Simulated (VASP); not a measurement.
An input for Quantum ESPRESSO's pw.x (written as the equivalent of a VASP run, and not itself run):

```
&CONTROL
  calculation = 'vc-relax'
  pseudo_dir = './pseudo'
  outdir = './out'
  tprnfor = .true.
  tstress = .true.
  nstep = 60
  forc_conv_thr = 0.00039
/
&SYSTEM
  ibrav = 0
  nat = 2
  ntyp = 2
  ecutwfc = 84
  occupations = 'smearing'
  smearing = 'gaussian'
  degauss = 0.003675
  input_dft = 'pbesol'
/
&ELECTRONS
  conv_thr = 7.3e-08
  electron_maxstep = 100
/
&IONS
/
&CELL
/
ATOMIC_SPECIES
  Ca 40.078 Ca.upf
  O 15.999 O.upf
CELL_PARAMETERS angstrom
     0.0000000    2.5939823    2.5939823
     2.5939823   -0.0000000    2.5939823
     2.5939823    2.5939823    0.0000000
ATOMIC_POSITIONS crystal
  Ca   0.0000000  0.0000000  0.0000000
  O    0.2500000  0.2500000  0.2500000
K_POINTS automatic
  8 8 8 0 0 0
```

Problem. Translate this input to VASP (INCAR, KPOINTS, POSCAR, choice of POTCAR).

Solution. This is not unique; one that fits is 
File POSCAR:
```
CaO
1.0
  0.0000000000   2.5939822938   2.5939822938
  2.5939822938   0.0000000000   2.5939822938
  2.5939822938   2.5939822938   0.0000000000
Ca O
1 1
Cart
  0.0000000000   0.0000000000   0.0000000000
  1.2969911469   1.2969911469   1.2969911469
```

### KPOINTS
```
Automatic mesh
0
Gamma
8 8 8
0 0 0
```

**INCAR**
```
SYSTEM = CaO
ISMEAR = 0
NSW = 60   # most ionic steps
LASPH = .TRUE.
IBRION = 2
PREC = Accurate
LCHARG = .FALSE.
ISIF = 3   # ions, shape and volume
ALGO = Normal   # blocked Davidson
NELM = 100
SIGMA = 0.05
GGA = PS   # PBEsol
ENCUT = 520   # plane-wave cut-off (eV)
LREAL = .FALSE.   # projection in real space or not
EDIFFG = -0.01   # ionic stop
LWAVE = .FALSE.
EDIFF = 1E-6
```

POTCAR, in this order: Ca_sv O (PBE.64 set). Program: vasp_std.

What does not carry over: the potentials are each code's own (VASP's PAW set, PseudoDojo norm-conserving files in pw.x), so ENCUT and ecutwfc are chosen apart and not converted; conv_thr bounds pw.x's estimated SCF error, while EDIFF bounds the energy change between steps; forc_conv_thr acts on force components and is met together with etot_conv_thr.

The structure was generated: CaO was put into the zinc blende type (F-43m), which need not be its known phase. It was relaxed first, which changed the volume by -20 %. The start is the result of an earlier pass.
